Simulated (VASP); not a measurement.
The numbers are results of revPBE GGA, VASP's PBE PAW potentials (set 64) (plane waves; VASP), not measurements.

The input files of a VASP run:

**KPOINTS**
```
Automatic mesh
0
G
  8 8 8
```

POSCAR:
```
GaP
1
   -0.0000000000     2.7700546423     2.7700546423
    2.7700546423     0.0000000000     2.7700546423
    2.7700546423     2.7700546423     0.0000000000
Ga P
1 1
Direct
  0.0000000000   0.0000000000   0.0000000000
  0.2500000000   0.2500000000   0.2500000000
```

### INCAR
```
ISMEAR  =  0   # Gaussian
ENCUT  =  520   # plane-wave cut-off (eV)
PREC  =  Accurate
NELM  =  100
LASPH  =  T   # aspherical one-centre terms
LWAVE  =  F
ISIF  =  3   # ions, shape and volume
SYSTEM  =  GaP
IBRION  =  2   # conjugate gradients
NSW  =  60   # most ionic steps
EDIFF  =  1E-6   # SCF stop (eV)
GGA  =  RE
ALGO  =  Normal
EDIFFG  =  -0.01   # ionic stop
SIGMA  =  0.05   # width (eV)
LCHARG  =  F
LMAXMIX  =  4   # l cut-off of mixed one-centre charges
LREAL  =  F
```

POTCAR, in this order: Ga_d P (PBE.64 set). Program: vasp_std.

The resulting files:

OSZICAR:
```
       N       E                     dE             d eps       ncg     rms          rms(c)
DAV:   1     0.766772207464E+02    0.76677E+02   -0.94561E+03   770   0.192E+03
DAV:   2    -0.299176113451E+01   -0.79669E+02   -0.76847E+02   834   0.317E+02
DAV:   3    -0.865843218488E+01   -0.56667E+01   -0.56328E+01   939   0.733E+01
DAV:   4    -0.878464819282E+01   -0.12622E+00   -0.12607E+00   932   0.108E+01
DAV:   5    -0.878698656420E+01   -0.23384E-02   -0.23383E-02   968   0.135E+00    0.448E+00
DAV:   6    -0.856721336629E+01    0.21977E+00   -0.44381E-01  1118   0.119E+01    0.297E+00
DAV:   7    -0.854953106711E+01    0.17682E-01   -0.11048E-01   960   0.243E+00    0.116E+00
DAV:   8    -0.855230564451E+01   -0.27746E-02   -0.15639E-02   874   0.181E+00    0.157E-01
DAV:   9    -0.855314002047E+01   -0.83438E-03   -0.19164E-03   937   0.689E-01    0.114E-01
DAV:  10    -0.855327885171E+01   -0.13883E-03   -0.17671E-04   933   0.142E-01    0.615E-02
DAV:  11    -0.855345015900E+01   -0.17131E-03   -0.35043E-04   814   0.162E-01    0.114E-02
DAV:  12    -0.855344909243E+01    0.10666E-05   -0.85779E-06   909   0.439E-02    0.295E-03
DAV:  13    -0.855345026260E+01   -0.11702E-05   -0.37834E-06   889   0.190E-02    0.327E-03
DAV:  14    -0.855345024169E+01    0.20912E-07   -0.23479E-07   537   0.525E-03
   1 F= -.85534502E+01 E0= -.85534502E+01  d E =-.855345E+01
```

File OUTCAR:
```
------------------------ aborting loop because EDIFF is reached ----------------------------------------
  FORCE on cell =-STRESS in cart. coord.  units (eV):
  Direction    XX          YY          ZZ          XY          YZ          ZX
  --------------------------------------------------------------------------------------
  Total        0.0001945      0.0001945      0.0001945      0.0000000     -0.0000000      0.0000000
  in kB        0.0073316      0.0073316      0.0073316      0.0000000     -0.0000000      0.0000000
  external PRESSURE =       0.0073316 kB  Pullay stress =       0.0000000 kB
  volume of cell :       42.51
      direct lattice vectors                 reciprocal lattice vectors
     0.000000000  2.770054642  2.770054642    -0.180501854  0.180501854  0.180501854
     2.770054642  0.000000000  2.770054642     0.180501854 -0.180501854  0.180501854
     2.770054642  2.770054642  0.000000000     0.180501854  0.180501854 -0.180501854
  FREE ENERGIE OF THE ION-ELECTRON SYSTEM (eV)
  ---------------------------------------------------
  free  energy   TOTEN  =        -8.5534502417 eV

  energy  without entropy=       -8.5534502417  energy(sigma->0) =       -8.55345024

 reached required accuracy - stopping structural energy minimisation
```
(Selected blocks of OUTCAR.)

The compound is GaP in the zinc blende structure. It was relaxed first, which changed the volume by +5 %. The start is the result of an earlier pass.
